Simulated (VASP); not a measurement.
Consider the following.

```
CELL_PARAMETERS angstrom
     10.93707     0.00000     0.00000
      0.00000    10.93707     0.00000
      0.00000     0.00000    10.93707
ATOMIC_POSITIONS crystal
  Si 0.50042 0.99898 0.99889
  Si 0.62466 0.12507 0.12501
  Si 0.75020 0.24983 0.00009
  Si 0.87524 0.37537 0.12485
  Si 0.75020 0.00021 0.24992
  Si 0.87521 0.12499 0.37543
  Si 0.00018 0.99981 0.99984
  Si 0.12571 0.12510 0.12485
  Si 0.25141 0.25076 0.00071
  Si 0.37817 0.37417 0.12738
  Si 0.50088 0.49919 0.00028
  Si 0.62604 0.62243 0.12683
  Si 0.74964 0.74923 0.00044
  Si 0.87511 0.87447 0.12514
  Si 0.25105 0.00062 0.25043
  Si 0.37779 0.12700 0.37400
  Si 0.50465 0.25146 0.25172
  Si 0.74886 0.49602 0.25091
  Si 0.87288 0.62211 0.37412
  Si 0.50089 0.00035 0.49919
  Si 0.62601 0.12733 0.62191
  Si 0.74884 0.25158 0.49564
  Si 0.87316 0.37406 0.62235
  Si 0.74950 0.00073 0.74864
  Si 0.87500 0.12495 0.87436
  Si 0.00132 0.49970 0.99896
  Si 0.12677 0.62375 0.12711
  Si 0.25014 0.74998 0.00109
  Si 0.37647 0.87335 0.12703
  Si 0.00004 0.24986 0.24982
  Si 0.12581 0.37451 0.37447
  Si 0.25475 0.49984 0.25426
  Si 0.38603 0.61426 0.38798
  Si 0.50043 0.74539 0.25417
  Si 0.62563 0.87437 0.37452
  Si 0.00125 0.99891 0.49970
  Si 0.12680 0.12709 0.62369
  Si 0.25474 0.25419 0.49969
  Si 0.38601 0.38792 0.61413
  Si 0.61223 0.61422 0.61424
  Si 0.74586 0.74534 0.49976
  Si 0.87311 0.87332 0.62364
  Si 0.25023 0.00122 0.75004
  Si 0.37650 0.12716 0.87340
  Si 0.50041 0.25430 0.74538
  Si 0.62567 0.37456 0.87433
  Si 0.74597 0.49980 0.74537
  Si 0.87314 0.62372 0.87334
  Si 0.99939 0.74887 0.25066
  Si 0.12699 0.87307 0.37462
  Si 0.99977 0.49918 0.49915
  Si 0.12479 0.62499 0.62469
  Si 0.25216 0.74820 0.50055
  Si 0.37534 0.87537 0.62499
  Si 0.99961 0.25057 0.74916
  Si 0.12727 0.37470 0.87315
  Si 0.25200 0.50063 0.74788
  Si 0.37518 0.62483 0.87526
  Si 0.49953 0.74807 0.74817
  Si 0.62551 0.87331 0.87294
  Si 0.99910 0.75001 0.74993
  Si 0.12531 0.87489 0.87483
  B  0.47286 0.52729 0.52730
```
Cell charge -1.

These are HSE06 screened hybrid, VASP's PBE PAW potentials (set 64) (plane waves; VASP) values and carry that method's errors. Settings: PREC = Normal, LREAL = Auto, ISYM = 0, NELECT = 252.0, EDIFF = 1E-5, 400 eV cut-off, 1×1×1 Γ-centred mesh, Gaussian smearing of 0.050 eV, potentials Si B. Starting moments (MAGMOM): 63*0.0317. The cell's moment is fixed (NUPDOWN = 2).

The cell is charged, with a uniform compensating background. The supercell is sampled at Γ alone, which is coarse: total energies, pressure and levels can be off, energies of defects by several tenths of an eV.

Problem. Predict the cell moment, energy per atom (σ→0), largest force.

Solution. 
```yaml
cell_moment: 2.00 μB
energy per atom (σ→0): -585.2 kJ/mol-atom
largest_force: 0.213 eV/Å
```

Problem. Give the moment on each site (PAW-sphere projection).

Solution. 
```csv
site,moment (μB)
Si1,0.01
Si2,0.00
Si3,0.00
Si4,0.00
Si5,0.00
Si6,0.00
Si7,0.00
Si8,0.00
Si9,0.01
Si10,0.01
Si11,0.00
Si12,0.01
Si13,0.01
Si14,0.00
Si15,0.01
Si16,0.01
Si17,0.19
Si18,0.19
Si19,0.01
Si20,0.00
Si21,0.01
Si22,0.19
Si23,0.01
Si24,0.01
Si25,0.00
Si26,0.01
Si27,0.00
Si28,0.00
Si29,0.00
Si30,0.00
Si31,0.00
Si32,0.00
Si33,0.00
Si34,0.00
Si35,0.00
Si36,0.01
Si37,0.00
Si38,0.00
Si39,0.00
Si40,0.00
Si41,0.00
Si42,0.00
Si43,0.00
Si44,0.00
Si45,0.00
Si46,0.00
Si47,0.00
Si48,0.00
Si49,0.01
Si50,0.01
Si51,0.00
Si52,0.00
Si53,0.00
Si54,0.00
Si55,0.01
Si56,0.01
Si57,0.00
Si58,0.00
Si59,0.00
Si60,0.01
Si61,0.00
Si62,0.00
B63,-0.01
```

The cell is a supercell with a defect, built from Si (diamond): B_Si-vac_Si, charge -1. The cell's shape comes from a PBE relaxation.
